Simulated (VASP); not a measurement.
Consider the following.

```xyz
5
Lattice="3.9958 0.0000 0.0000 0.0000 3.9958 0.0000 0.0000 0.0000 3.9958" Properties=species:S:1:pos:R:3 pbc="T T T"
K      0.0000     0.0000     0.0000
Mg     1.9979     1.9979     1.9979
F      1.9979     0.0000     1.9979
F      0.0000     1.9979     1.9979
F      1.9979     1.9979     0.0000
```

Level of theory: r2SCAN+rVV10, VASP's PBE PAW potentials (set 64) (plane waves; VASP). Settings: 520 eV cut-off, 6×6×6 Γ-centred mesh, Gaussian smearing of 0.050 eV, potentials K_sv Mg F.

### Question
Give the stress tensor in GPa (positive for a compressed cell).

### Answer

```
-2.51   0.00   0.00
 0.00  -2.51   0.00
 0.00   0.00  -2.51
```
The pressure is its mean diagonal, -2.51 GPa.

The compound is KMgF3 in the cubic perovskite structure. This cell is one point of a volume scan, at 1.03 of the reference volume.
